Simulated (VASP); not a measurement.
Consider the following.

```yaml
crystal:
  lattice:
    - [0.00000, 3.01760, 3.01760]
    - [3.01760, 0.00000, 3.01760]
    - [3.01760, 3.01760, 0.00000]
  atoms:
    - { symbol: Pb, position: [0.00000, 0.00000, 0.00000] }
    - { symbol: S, position: [0.50000, 0.50000, 0.50000] }
```

Method: AM05 GGA, VASP's PBE PAW potentials (set 64) (plane waves; VASP). Run with 520 eV cut-off, 8×8×8 Γ-centred mesh, Gaussian smearing of 0.050 eV, potentials Pb_d S.

The job: PbS (rock salt), 2 atoms, AM05, static run, 520 eV, 8×8×8 Γ-centred mesh. Roughly how much core time does it take on a busy server core?

About 40 core-seconds (one run on a shared machine, a rough figure). It had 29 irreducible k-points, 14 bands, up to 1494 plane waves and 13 electronic steps.

The compound is PbS in the rock salt structure. This cell is one point of a volume scan, at 1.06 of the reference volume.
